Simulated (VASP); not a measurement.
```yaml
crystal:
  lattice:
    - [2.54775, 1.47094, 5.60971]
    - [-2.54775, 1.47094, 5.60971]
    - [0.00000, -2.94189, 5.60971]
  atoms:
    - { symbol: Ag, position: [0.98475, 0.98475, 0.98475] }
    - { symbol: Ag, position: [0.48475, 0.48475, 0.48475] }
    - { symbol: N, position: [0.22567, 0.22567, 0.22567] }
    - { symbol: N, position: [0.72567, 0.72567, 0.72567] }
    - { symbol: O, position: [0.69960, 0.98631, 0.49053] }
    - { symbol: O, position: [0.49053, 0.69960, 0.98631] }
    - { symbol: O, position: [0.98631, 0.49053, 0.69960] }
    - { symbol: O, position: [0.99053, 0.48631, 0.19960] }
    - { symbol: O, position: [0.48631, 0.19960, 0.99053] }
    - { symbol: O, position: [0.19960, 0.99053, 0.48631] }
```

Level of theory: PBEsol GGA, VASP's PBE PAW potentials (set 64) (plane waves; VASP 6.6.1). Settings: 520 eV cut-off, 5×5×5 Γ-centred mesh, Gaussian smearing of 0.050 eV, potentials Ag N O.

### Question
Estimate the energy per atom (σ→0).

### Answer

```json
{
 "energy per atom (σ→0)": "-5.797 eV/atom"
}
```

Only differences to runs with the same potentials and settings are physical.

The structure comes from a computed database's AgNO3 entry (R3c); how it stands against other phases isn't given here. It was relaxed first. The start is the result of an earlier pass.
